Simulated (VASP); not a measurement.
Data:

```
Al2Os
1.0
   -1.57825     1.57825     4.15064
    1.57825    -1.57825     4.15064
    1.57825     1.57825    -4.15064
Al Os
2 1
Direct
  0.33855   0.33855   0.00000
  0.66145   0.66145   0.00000
  0.00000   0.00000   0.00000
```

These are PBEsol GGA with spin-orbit coupling, VASP's PBE PAW potentials (set 64) (plane waves; VASP) values and carry that method's errors. Numerical set-up: 400 eV cut-off, 9×9×9 Γ-centred mesh, Gaussian smearing of 0.050 eV, potentials Al Os.

The path is coarsely sampled, so an indirect gap can come out somewhat too large.

Problem. Give the energies of bands 7 to 20 at the high-symmetry points, in eV from the valence-band maximum.

Solution. 
```csv
band,Γ,X,P,N,M,S,R
7,-2.21,-3.70,-3.95,-3.13,-2.88,-3.14,-3.71
8,-2.21,-3.70,-3.95,-3.13,-2.88,-3.14,-3.71
9,-1.94,-3.45,-2.11,-2.88,-1.49,-2.66,-3.40
10,-1.94,-3.45,-2.11,-2.88,-1.49,-2.66,-3.40
11,-1.90,-1.52,-1.70,-2.66,-1.31,-2.35,-1.64
12,-1.90,-1.52,-1.70,-2.66,-1.31,-2.35,-1.64
13,-0.65,-0.66,-0.59,-1.23,-0.55,-1.17,-1.13
14,-0.65,-0.66,-0.59,-1.23,-0.55,-1.17,-1.13
15,3.11,0.81,0.84,1.03,2.52,0.75,0.64
16,3.11,0.81,0.84,1.03,2.52,0.75,0.64
17,4.46,1.92,1.56,3.38,2.88,3.02,2.22
18,4.46,1.92,1.56,3.38,2.88,3.02,2.22
19,5.31,2.83,3.65,5.19,6.51,6.14,3.06
20,5.31,2.83,3.65,5.19,6.51,6.14,3.06
```

The gap is indirect, 0.32 eV, from the valence maximum at (-0.22, 0.22, 0.00) to the conduction minimum at G-M at 0.25.

The structure comes from a computed database's Al2Os entry (I4/mmm); how it stands against other phases isn't given here. It was relaxed first.
